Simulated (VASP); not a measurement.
Input:

```
CELL_PARAMETERS angstrom
     -1.90006     1.90006     4.77409
      1.90006    -1.90006     4.77409
      1.90006     1.90006    -4.77409
ATOMIC_POSITIONS crystal
  Ti 0.75000 0.25000 0.50000
  Ti 0.00000 0.00000 0.00000
  O  0.54192 0.04192 0.50000
  O  0.79192 0.79192 0.00000
  O  0.20808 0.20808 0.00000
  O  0.95808 0.45808 0.50000
```

Calculation: MS2 meta-GGA, VASP's PBE PAW potentials (set 64) (plane waves; VASP). Run with 520 eV cut-off, 9×9×9 Γ-centred mesh, tetrahedra with Blöchl corrections, potentials Ti_sv O.

### Question
Give the energies of bands 14 to 27 at the high-symmetry points, in eV from the valence-band maximum.

### Answer

```
band      Γ      X      P      N      M      S      R
----  -----  -----  -----  -----  -----  -----  -----
14    -3.88  -4.51  -4.37  -4.33  -3.80  -3.85  -4.67
15    -3.88  -4.28  -4.37  -3.75  -3.76  -3.84  -3.98
16    -3.51  -4.28  -4.37  -3.73  -3.76  -3.74  -3.98
17    -2.11  -3.81  -3.81  -3.46  -2.05  -3.01  -3.68
18    -2.11  -3.81  -3.81  -2.15  -2.05  -2.99  -3.68
19    -2.11  -2.69  -3.04  -2.11  -1.43  -2.21  -2.80
20    -0.83  -2.69  -3.04  -2.02  -1.43  -1.84  -2.80
21    -0.80  -2.09  -1.63  -1.94  -1.31  -1.25  -1.93
22    -0.80  -2.09  -1.63  -0.95  -1.31  -0.98  -1.93
23    -0.47  -0.05  -0.24  -0.92  -0.15  -0.91  -0.09
24    -0.47  -0.05  -0.24  -0.69  -0.15  -0.90  -0.09
25     2.45   3.69   3.91   3.57   2.82   3.52   3.66
26     3.21   3.69   3.91   3.87   2.82   3.83   3.66
27     4.30   4.15   3.94   3.88   4.13   3.89   4.09
```

The gap is indirect, 2.45 eV, from the valence maximum at (-0.44, 0.44, 0.00) to the conduction minimum at Γ.

The compound is TiO2 in the anatase structure, one of several forms; rutile is the usual stable one. It was relaxed first.
